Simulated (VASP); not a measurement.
Consider the following.

```xyz
3
Lattice="0.0000 2.5251 2.5251 2.5251 0.0000 2.5251 2.5251 2.5251 0.0000" Properties=species:S:1:pos:R:3 pbc="T T T"
Zr     0.0000     0.0000     0.0000
O      1.2625     1.2625     1.2625
O      3.7876     3.7876     3.7876
```

Method: revTPSS meta-GGA, VASP's PBE PAW potentials (set 64) (plane waves; VASP). Run with 520 eV cut-off, 8×8×8 Γ-centred mesh, Gaussian smearing of 0.050 eV, potentials Zr_sv O.

Task: What does the run give for the energy per atom (σ→0), pressure, band gap (on the k-mesh) with the smallest direct gap where there is one?

Result: 
* **band gap (on the k-mesh)**: 3.48 eV
* **smallest direct gap (on the k-mesh)**: 3.89 eV
* **energy per atom (σ→0)**: -6.951 eV/atom
* **pressure**: 8.05 GPa

Total energies compare only between runs with the same potentials, cut-off and functional.

The compound is ZrO2 in the fluorite structure, the high-temperature cubic form, which is unstable at 0 K; the monoclinic form is the stable one. This cell is one point of a volume scan, at 0.97 of the reference volume.
